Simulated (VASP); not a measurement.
Output of a VASP run:

File OSZICAR:
```
...
DAV:   4    -0.367959320448E+02    0.14645E-07   -0.11792E-05  3008   0.591E-02    0.358E-03
DAV:   5    -0.367959320112E+02    0.33616E-07   -0.26674E-06  2248   0.213E-02
  24 F= -.36795932E+02 E0= -.36761773E+02  d E =-.484519E-04
       N       E                     dE             d eps       ncg     rms          rms(c)
DAV:   1    -0.367959396602E+02   -0.76154E-05   -0.24940E-04  2608   0.128E-01    0.307E-02
DAV:   2    -0.367959712897E+02   -0.31629E-04   -0.36912E-04  3056   0.223E-01    0.592E-02
DAV:   3    -0.367959322221E+02    0.39068E-04   -0.17034E-04  3024   0.188E-01    0.153E-02
DAV:   4    -0.367959319077E+02    0.31437E-06   -0.20749E-05  2896   0.814E-02    0.378E-03
DAV:   5    -0.367959321812E+02   -0.27348E-06   -0.53890E-06  2808   0.317E-02
  25 F= -.36795932E+02 E0= -.36761769E+02  d E =-.486219E-04
       N       E                     dE             d eps       ncg     rms          rms(c)
DAV:   1    -0.367959343595E+02   -0.24518E-05   -0.65218E-05  2592   0.718E-02    0.177E-02
DAV:   2    -0.367959450513E+02   -0.10692E-04   -0.12288E-04  3160   0.134E-01    0.352E-02
DAV:   3    -0.367959318505E+02    0.13201E-04   -0.61435E-05  3080   0.125E-01    0.107E-02
DAV:   4    -0.367959314436E+02    0.40688E-06   -0.87415E-06  2424   0.562E-02
  26 F= -.36795931E+02 E0= -.36761762E+02  d E =-.478843E-04
       N       E                     dE             d eps       ncg     rms          rms(c)
DAV:   1    -0.367959316832E+02    0.16730E-06   -0.92123E-06  2928   0.288E-02    0.462E-03
DAV:   2    -0.367959335777E+02   -0.18946E-05   -0.13526E-05  2752   0.765E-02    0.151E-02
DAV:   3    -0.367959316120E+02    0.19657E-05   -0.69689E-06  2120   0.659E-02    0.209E-03
DAV:   4    -0.367959315867E+02    0.25362E-07   -0.57763E-07  1216   0.105E-02
  27 F= -.36795932E+02 E0= -.36761761E+02  d E =-.480274E-04
       N       E                     dE             d eps       ncg     rms          rms(c)
DAV:   1    -0.367959502734E+02   -0.18661E-04   -0.72490E-03  2352   0.485E-01    0.371E-02
DAV:   2    -0.367960137089E+02   -0.63435E-04   -0.70591E-04  3184   0.332E-01    0.738E-02
DAV:   3    -0.367959585296E+02    0.55179E-04   -0.28366E-04  3008   0.286E-01    0.250E-02
DAV:   4    -0.367959570283E+02    0.15013E-05   -0.55237E-05  3016   0.137E-01    0.819E-03
DAV:   5    -0.367959579032E+02   -0.87495E-06   -0.18930E-05  3736   0.558E-02    0.105E-02
DAV:   6    -0.367959573018E+02    0.60143E-06   -0.45967E-06  2024   0.492E-02
  28 F= -.36795957E+02 E0= -.36761790E+02  d E =-.257151E-04
       N       E                     dE             d eps       ncg     rms          rms(c)
DAV:   1    -0.367959214985E+02    0.36405E-04   -0.65054E-02  2336   0.145E+00    0.112E-01
DAV:   2    -0.367964951112E+02   -0.57361E-03   -0.64225E-03  3176   0.982E-01    0.219E-01
DAV:   3    -0.367959921972E+02    0.50291E-03   -0.24759E-03  3016   0.790E-01    0.689E-02
DAV:   4    -0.367959860178E+02    0.61794E-05   -0.45552E-04  2984   0.388E-01    0.263E-02
DAV:   5    -0.367959924583E+02   -0.64405E-05   -0.16463E-04  4144   0.166E-01    0.309E-02
DAV:   6    -0.367959879024E+02    0.45560E-05   -0.45888E-05  3408   0.148E-01    0.216E-02
DAV:   7    -0.367959832398E+02    0.46626E-05   -0.22588E-05  3784   0.660E-02    0.519E-03
DAV:   8    -0.367959837887E+02   -0.54889E-06   -0.57174E-06  2344   0.502E-02
  29 F= -.36795984E+02 E0= -.36761774E+02  d E =-.522020E-04
```

OUTCAR:
```
------------------------ aborting loop because EDIFF is reached ----------------------------------------
  FORCE on cell =-STRESS in cart. coord.  units (eV):
  Direction    XX          YY          ZZ          XY          YZ          ZX
  --------------------------------------------------------------------------------------
  Total       -0.0512768     -0.0563760     -0.0440435     -0.0021935     -0.0003541      0.0007880
  in kB       -0.9540676     -1.0489453     -0.8194837     -0.0408130     -0.0065883      0.0146609
  external PRESSURE =      -0.9408322 kB  Pullay stress =       0.0000000 kB
  volume of cell :       86.11
      direct lattice vectors                 reciprocal lattice vectors
     2.548743428 -4.216847900 -0.000062301     0.196174943 -0.118572075  0.000002710
     2.548768664  4.216882845  0.000027360     0.196173317  0.118570901  0.000000613
    -0.000033927  0.000035414  4.005936755     0.000001711 -0.000002654  0.249629503
 POSITION                                       TOTAL-FORCE (eV/Angst)
 -----------------------------------------------------------------------------------
      2.54878     -0.00019     -0.00002        -0.000125      0.001075      0.000909
      0.00012      0.00000      2.00322        -0.001002     -0.000458     -0.003207
      2.54879      2.77814      4.00582        -0.000492      0.001330      0.002042
      2.54857     -2.77842      4.00577         0.000659      0.000355      0.001925
      3.82286     -2.10813      2.00295         0.001306     -0.000694     -0.001090
      1.27453     -2.10805      2.00291        -0.000347     -0.001608     -0.000579
 -----------------------------------------------------------------------------------
    total drift:                               -0.000323     -0.000068      0.000297
  FREE ENERGIE OF THE ION-ELECTRON SYSTEM (eV)
  ---------------------------------------------------
  free  energy   TOTEN  =       -36.7959837887 eV

  energy  without entropy=      -36.7275650224  energy(sigma->0) =      -36.76177441

 reached required accuracy - stopping structural energy minimisation
```
(Selected blocks of OUTCAR.)

POSCAR:
```
LaAlNi4
1
    2.5752650000    -4.2243850000     0.0000000000
    2.5752650000     4.2243850000     0.0000000000
    0.0000000000     0.0000000000     4.0264300000
La Al Ni
1 1 4
Direct
  0.4999270000   0.5015760000  -0.0043030000
  0.0024900000  -0.0005030000   0.5098220000
  0.1718100000   0.8409340000   0.0049790000
  0.8253420000   0.1709370000  -0.0042200000
  0.0033730000   0.4993010000   0.5004450000
  0.4970580000  -0.0122440000   0.4932760000
```

Task: Reconstruct the remaining input files.

Result: This is not unique; one that fits is the input of the run itself, PBEsol GGA, plane waves, VASP's PBE PAW potentials (set 64).

KPOINTS:
```
Automatic mesh
0
Gamma
4 4 4
0 0 0
```

INCAR:
```
SYSTEM  =  LaAlNi4
PREC  =  Accurate; ENCUT  =  300; LREAL  =  .FALSE.
LASPH  =  .TRUE.
EDIFF  =  1E-6; NELM  =  100; ALGO  =  Normal
LMAXMIX  =  6
ISMEAR  =  0; SIGMA  =  0.2
GGA  =  PS
IBRION  =  2; NSW  =  50; ISIF  =  3
EDIFFG  =  -0.01
LWAVE  =  .FALSE.; LCHARG  =  .FALSE.
```

POTCAR, in this order: La Al Ni (PBE.64 set). Program: vasp_std.

At this cut-off the stress carries a Pulay error, which pulls relaxed volumes low.

The structure comes from a computed database's LaAlNi4 entry; how it stands against other phases isn't given here. In the starting cell atoms are displaced from their ideal sites. This run relaxes it. The k-mesh is coarse (spacing up to 0.39 per Å, 2π included), so the numbers may not be converged in it. The run is one of a series of settings (EDIFFG = -0.01, IBRION = 2, ISIF = 3, NSW = 50 against the base run), some of them coarse on purpose. The run is not spin-polarised, so no magnetic state was tried.
